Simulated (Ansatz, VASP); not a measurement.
# Two plane-wave programs on SbOs

```
Os Sb
1.0
     0.00000    2.71362    2.71362
     2.71362    0.00000    2.71362
     2.71362    2.71362    0.00000
Os Sb
1 1
Direct
  0.50000 0.50000 0.50000
  0.00000 0.00000 0.00000
```

Alike in both runs: task single point; functional r2SCAN; k mesh 12 × 12 × 12; occupations gaussian, width 0.05 eV; no spin polarisation.

```csv
,VASP,Ansatz
version,VASP 6.6.1,Ansatz 0.2.0
potentials or method,"VASP PAW PBE potentials, release 64 (Os, Sb)","scalar-relativistic, plane waves, PAW"
plane-wave cutoff (eV),520,500
valence electrons in the cell,13,31
```

```csv
,VASP,Ansatz,Ansatz less VASP
gap on the k mesh at the Fermi level (eV),none,none,-
pressure (GPa),-3.3,-3.4,-0.10
```

A gap of «none» marks a metal or a gap that the smearing closes. The functional is the same, so the differences come from potentials, cutoffs and numerics. The two sets of potentials don't hold the same shells in valence.

Caveats: the PAW data sets were made with another functional, which shifts forces and pressure a little (VASP). Spin-orbit coupling is left out, which matters for the levels of Os, Sb.
